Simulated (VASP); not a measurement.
Consider the following.

```
Cu2O
1.0
    4.23395     0.00000     0.00000
    0.00000     4.23395     0.00000
    0.00000     0.00000     4.23395
Cu O
4 2
Direct
  0.75000   0.25000   0.75000
  0.25000   0.75000   0.75000
  0.75000   0.75000   0.25000
  0.25000   0.25000   0.25000
  0.00000   0.00000   0.00000
  0.50000   0.50000   0.50000
```

Method: PBEsol GGA, VASP's PBE PAW potentials (set 64) (plane waves; VASP). Settings: 520 eV cut-off, 6×6×6 Γ-centred mesh, tetrahedra with Blöchl corrections, potentials Cu O.

The cores are frozen, which limits the accuracy of field gradients.

Give the principal components of the electric field gradient (V/Å²) and the asymmetry η at each nucleus.

```tsv
atom	Vxx	Vyy	Vzz	η
Cu1	36.6	36.6	-73.2	0.00
Cu2	36.6	36.6	-73.2	0.00
Cu3	36.6	36.6	-73.2	0.00
Cu4	36.6	36.6	-73.2	0.00
O5	0.0	0.0	0.0	-
O6	0.0	0.0	0.0	-
```

The compound is Cu2O in the cuprite structure. It was relaxed first.
